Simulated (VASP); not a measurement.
Output of a VASP run:

File OSZICAR:
```
       N       E                     dE             d eps       ncg     rms          rms(c)
DAV:   1    -0.208580881372E+03   -0.20858E+03   -0.16611E-04   288   0.176E-02    0.143E-02
RMM:   2    -0.208580873200E+03    0.81716E-05   -0.23466E-05   283   0.819E-03    0.595E-03
RMM:   3    -0.208580872850E+03    0.34966E-06   -0.17944E-05   294   0.574E-03    0.131E-03
RMM:   4    -0.208580872438E+03    0.41277E-06   -0.13228E-06   206   0.237E-03
   1 F= -.20858087E+03 E0= -.20857086E+03  d E =-.200267E-01
```

**OUTCAR**
```
------------------------ aborting loop because EDIFF is reached ----------------------------------------
  FORCE on cell =-STRESS in cart. coord.  units (eV):
  Direction    XX          YY          ZZ          XY          YZ          ZX
  --------------------------------------------------------------------------------------
  Total        8.7672481      8.7672481      8.7672481      0.0000000     -0.0000000      0.0000000
  in kB       10.8860428     10.8860428     10.8860428      0.0000000     -0.0000000      0.0000000
  external PRESSURE =      10.8860428 kB  Pullay stress =       0.0000000 kB
  volume of cell :     1290.34
      direct lattice vectors                 reciprocal lattice vectors
     0.000000000  8.640879507  8.640879507    -0.057864480  0.057864480  0.057864480
     8.640879507  0.000000000  8.640879507     0.057864480 -0.057864480  0.057864480
     8.640879507  8.640879507  0.000000000     0.057864480  0.057864480 -0.057864480
  FREE ENERGIE OF THE ION-ELECTRON SYSTEM (eV)
  ---------------------------------------------------
  free  energy   TOTEN  =      -208.5808724376 eV

  energy  without entropy=     -208.5608457846  energy(sigma->0) =     -208.57085911

 total charge

# of ion       s       p       d       tot
------------------------------------------
    1        1.037   1.156   0.130   2.323
    2        1.037   1.156   0.130   2.323
    3        1.037   1.156   0.130   2.323
    4        1.037   1.156   0.130   2.323
    5        1.037   1.156   0.130   2.323
    6        1.037   1.156   0.130   2.323
    7        1.037   1.156   0.130   2.323
    8        1.037   1.156   0.130   2.323
    9        1.037   1.156   0.130   2.323
   10        1.037   1.156   0.130   2.323
   11        1.037   1.156   0.130   2.323
   12        1.037   1.156   0.130   2.323
   13        1.037   1.156   0.130   2.323
   14        1.037   1.156   0.130   2.323
   15        1.037   1.156   0.130   2.323
   16        1.037   1.156   0.130   2.323
   17        1.037   1.156   0.130   2.323
   18        1.037   1.156   0.130   2.323
   19        1.037   1.156   0.130   2.323
   20        1.037   1.156   0.130   2.323
   21        1.037   1.156   0.130   2.323
   22        1.037   1.156   0.130   2.323
   23        1.037   1.156   0.130   2.323
   24        1.037   1.156   0.130   2.323
   25        1.037   1.156   0.130   2.323
   26        1.037   1.156   0.130   2.323
   27        1.037   1.156   0.130   2.323
   28        1.181   1.630   0.022   2.833
   29        1.181   1.630   0.022   2.833
   30        1.181   1.630   0.022   2.833
   31        1.181   1.630   0.022   2.833
   32        1.181   1.630   0.022   2.833
   33        1.181   1.630   0.022   2.833
   34        1.181   1.630   0.022   2.833
   35        1.181   1.630   0.022   2.833
   36        1.181   1.630   0.022   2.833
   37        1.181   1.630   0.022   2.833
   38        1.181   1.630   0.022   2.833
   39        1.181   1.630   0.022   2.833
   40        1.181   1.630   0.022   2.833
   41        1.181   1.630   0.022   2.833
   42        1.181   1.630   0.022   2.833
   43        1.181   1.630   0.022   2.833
   44        1.181   1.630   0.022   2.833
   45        1.181   1.630   0.022   2.833
   46        1.181   1.630   0.022   2.833
   47        1.181   1.630   0.022   2.833
   48        1.181   1.630   0.022   2.833
...
```
(Selected blocks of OUTCAR.)

POSCAR:
```
Ga27As27
1
    0.0000000000     8.6408795073     8.6408795073
    8.6408795073     0.0000000000     8.6408795073
    8.6408795073     8.6408795073     0.0000000000
Ga As
27 27
Direct
  0.0000000000   0.0000000000   0.0000000000
  0.0000000000   0.0000000000   0.3333330000
  0.0000000000   0.0000000000   0.6666670000
  0.0000000000   0.3333330000   0.0000000000
  0.0000000000   0.3333330000   0.3333330000
  0.0000000000   0.3333330000   0.6666670000
  0.0000000000   0.6666670000   0.0000000000
  0.0000000000   0.6666670000   0.3333330000
  0.0000000000   0.6666670000   0.6666670000
  0.3333330000   0.0000000000   0.0000000000
  0.3333330000   0.0000000000   0.3333330000
  0.3333330000   0.0000000000   0.6666670000
  0.3333330000   0.3333330000   0.0000000000
  0.3333330000   0.3333330000   0.3333330000
  0.3333330000   0.3333330000   0.6666670000
  0.3333330000   0.6666670000   0.0000000000
  0.3333330000   0.6666670000   0.3333330000
  0.3333330000   0.6666670000   0.6666670000
  0.6666670000   0.0000000000   0.0000000000
  0.6666670000   0.0000000000   0.3333330000
  0.6666670000   0.0000000000   0.6666670000
  0.6666670000   0.3333330000   0.0000000000
  0.6666670000   0.3333330000   0.3333330000
  0.6666670000   0.3333330000   0.6666670000
  0.6666670000   0.6666670000   0.0000000000
  0.6666670000   0.6666670000   0.3333330000
  0.6666670000   0.6666670000   0.6666670000
  0.0833330000   0.0833330000   0.0833330000
  0.0833330000   0.0833330000   0.4166670000
  0.0833330000   0.0833330000   0.7500000000
  0.0833330000   0.4166670000   0.0833330000
  0.0833330000   0.4166670000   0.4166670000
  0.0833330000   0.4166670000   0.7500000000
  0.0833330000   0.7500000000   0.0833330000
  0.0833330000   0.7500000000   0.4166670000
  0.0833330000   0.7500000000   0.7500000000
  0.4166670000   0.0833330000   0.0833330000
  0.4166670000   0.0833330000   0.4166670000
  0.4166670000   0.0833330000   0.7500000000
  0.4166670000   0.4166670000   0.0833330000
  0.4166670000   0.4166670000   0.4166670000
  0.4166670000   0.4166670000   0.7500000000
  0.4166670000   0.7500000000   0.0833330000
  0.4166670000   0.7500000000   0.4166670000
  0.4166670000   0.7500000000   0.7500000000
  0.7500000000   0.0833330000   0.0833330000
  0.7500000000   0.0833330000   0.4166670000
  0.7500000000   0.0833330000   0.7500000000
  0.7500000000   0.4166670000   0.0833330000
  0.7500000000   0.4166670000   0.4166670000
  0.7500000000   0.4166670000   0.7500000000
  0.7500000000   0.7500000000   0.0833330000
  0.7500000000   0.7500000000   0.4166670000
  0.7500000000   0.7500000000   0.7500000000
```

**Question.** Write an INCAR and KPOINTS that could have produced this output.

**Answer.** This is not unique; one that fits is the input of the run itself, PBE GGA, plane waves, VASP's PBE PAW potentials (set 64).

File KPOINTS:
```
Automatic mesh
0
Gamma
1 1 1
0 0 0
```

### INCAR
```
SYSTEM = Ga27As27
PREC = Normal
ENCUT = 400
EDIFF = 1E-6
NELM = 100
ALGO = Fast
LREAL = Auto
LASPH = .TRUE.
ISMEAR = 0
SIGMA = 0.05
GGA = PE
LMAXMIX = 4
LWAVE = .FALSE.
LCHARG = .FALSE.
NELMIN = 4
SYMPREC = 1E-4
LVHAR = .TRUE.
LORBIT = 11
```

POTCAR, in this order: Ga As (PBE.64 set). Program: vasp_gam. Read from the step before: WAVECAR.

The supercell is sampled at Γ alone, which is coarse: total energies, pressure and levels can be off, energies of defects by several tenths of an eV.

The cell is a supercell, built from a database entry that may be metastable or hypothetical.
